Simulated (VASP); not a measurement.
Here is the system:

```
Cu2Se
1.0
   -1.96588     3.19391     1.93633
    1.96588    -3.19391     1.93633
    1.96588     3.19391    -1.93633
Cu Se
2 1
Direct
  0.68351   0.38867   0.29484
  0.09383   0.38867   0.70516
  0.02667   0.02667   0.00000
```

These are PBEsol GGA, VASP's PBE PAW potentials (set 64) (plane waves; VASP) values and carry that method's errors. Numerical set-up: 400 eV cut-off, Gaussian smearing of 0.050 eV, potentials Cu Se.

**Question.** Estimate the band gap (along the path) with the smallest direct gap where there is one.

**Answer.** 
```yaml
band gap (along the path): none (metal, semimetal or under 0.01 eV)
```

The absolute energy has meaning only against runs of the same code, potentials and settings.

The structure comes from a computed database's Cu2Se entry (Imm2); how it stands against other phases isn't given here. It was relaxed first, which changed the volume by -6 %.
